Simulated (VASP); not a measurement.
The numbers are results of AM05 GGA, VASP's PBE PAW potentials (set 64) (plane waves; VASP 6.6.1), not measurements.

VASP ran on this input.

**POSCAR**
```
CdSe
1
   -0.0000000000     3.0584042731     3.0584042731
    3.0584042731     0.0000000000     3.0584042731
    3.0584042731     3.0584042731    -0.0000000000
Cd Se
1 1
Direct
  0.0000000000   0.0000000000   0.0000000000
  0.2500000000   0.2500000000   0.2500000000
```

### KPOINTS
```
Automatic mesh
0
Gamma
7 7 7
0 0 0
```

**INCAR**
```
! general
SYSTEM   =  CdSe
PREC     =  Accurate
ENCUT    =  520   ! plane-wave cut-off (eV)
LREAL    =  .False.
LASPH    =  .True.

! electronic loop
EDIFF    =  1E-6   ! SCF stop (eV)
NELM     =  100   ! most electronic steps
ALGO     =  Normal   ! blocked Davidson
LMAXMIX  =  4

! smearing
ISMEAR   =  0
SIGMA    =  0.05

! functional
GGA      =  AM   ! AM05

! ions
IBRION   =  2   ! conjugate gradients
NSW      =  60   ! most ionic steps
ISIF     =  3
EDIFFG   =  -0.01

! output
LWAVE    =  .False.
LCHARG   =  .False.
```

POTCAR, in this order: Cd Se (PBE.64 set). Program: vasp_std.

What does the run give for the energy per atom (σ→0), band gap (on the k-mesh)?

```json
{
  "energy per atom (σ→0)": "-2.849 eV/atom",
  "band gap (on the k-mesh)": "0.55 eV"
}
```

OSZICAR:
```
...
DAV:   8    -0.569754022707E+01   -0.31031E-03   -0.15352E-02   530   0.183E+00    0.233E-01
DAV:   9    -0.569770668919E+01   -0.16646E-03   -0.21650E-03   610   0.699E-01    0.504E-02
DAV:  10    -0.569780162302E+01   -0.94934E-04   -0.25209E-04   535   0.228E-01    0.434E-02
DAV:  11    -0.569787254298E+01   -0.70920E-04   -0.13549E-04   520   0.861E-02    0.158E-02
DAV:  12    -0.569787140443E+01    0.11385E-05   -0.65548E-06   625   0.383E-02    0.575E-03
DAV:  13    -0.569787293499E+01   -0.15306E-05   -0.41087E-06   520   0.142E-02    0.330E-03
DAV:  14    -0.569787292655E+01    0.84401E-08   -0.84272E-08   320   0.229E-03
   1 F= -.56978729E+01 E0= -.56978729E+01  d E =-.569787E+01
```

The compound is CdSe in the zinc blende structure, whereas wurtzite is the usual form. It was relaxed first. The start is the result of an earlier pass.
